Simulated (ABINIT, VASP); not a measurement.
An input for ABINIT (LDA (PW92), PAW (JTH v2.0 LDA PAW)):

```
# Zn, JTH v2.0 LDA PAW
pp_dirpath "./"
pseudos "Zn.LDA_PW-JTH.xml"
acell 5.0266714871 5.0266714871 9.3541443169
rprim
         0.5000000000   -0.8660254038    0.0000000000
         0.5000000000    0.8660254038    0.0000000000
         0.0000000000    0.0000000000    1.0000000000
natom 2
ntypat 1
znucl 30
typat 1 1
xred
         0.3333333333    0.6666666667    0.2500000000
         0.6666666667    0.3333333333    0.7500000000
ecut 30 Ha
pawecutdg 60 Ha
ixc 7
occopt 3
tsmear 0.00183747
nband 17
kptopt 1
ngkpt 14 14 7
nshiftk 1
shiftk 0 0 0
nstep 60
tolvrs 1.0e-10
prtwf 0
prtden 0
enunit 2
```

**Question.** Write the VASP files for the same calculation.

**Answer.** One set of files that does it:

### POSCAR
```
Zn
1
    1.3300000000    -2.3036280000     0.0000000000
    1.3300000000     2.3036280000     0.0000000000
    0.0000000000     0.0000000000     4.9500000000
Zn
2
Direct
  0.3333330000   0.6666670000   0.2500000000
  0.6666670000   0.3333330000   0.7500000000
```

INCAR:
```
# general
SYSTEM  = Zn
PREC    = Accurate
ENCUT   = 300
LREAL   = .False.
LASPH   = .True.

# electronic loop
EDIFF   = 1E-6
NELM    = 100   # most electronic steps
ALGO    = Normal   # blocked Davidson
LMAXMIX = 4   # l cut-off of mixed one-centre charges

# smearing
ISMEAR  = -1   # Fermi-Dirac
SIGMA   = 0.05   # width (eV)

# ions
ISIF    = 2   # forces and stress, cell fixed

# output
LWAVE   = .False.
LCHARG  = .False.
```

**KPOINTS**
```
Automatic mesh
0
Gamma
14 14 7
0 0 0
```

POTCAR, in this order: Zn (LDA.64 set). Program: vasp_std.

Both are inputs of real runs that ended normally. What can't carry over is the choice of potentials or basis and its cut-off, and each code's defaults.

VASP's LDA is the Perdew-Zunger fit; the other code's may be Perdew-Wang, which differs slightly.

The structure is a typed Zn crystal (P6_3/mmc). The cell was not relaxed at this level, and it may have been scaled.
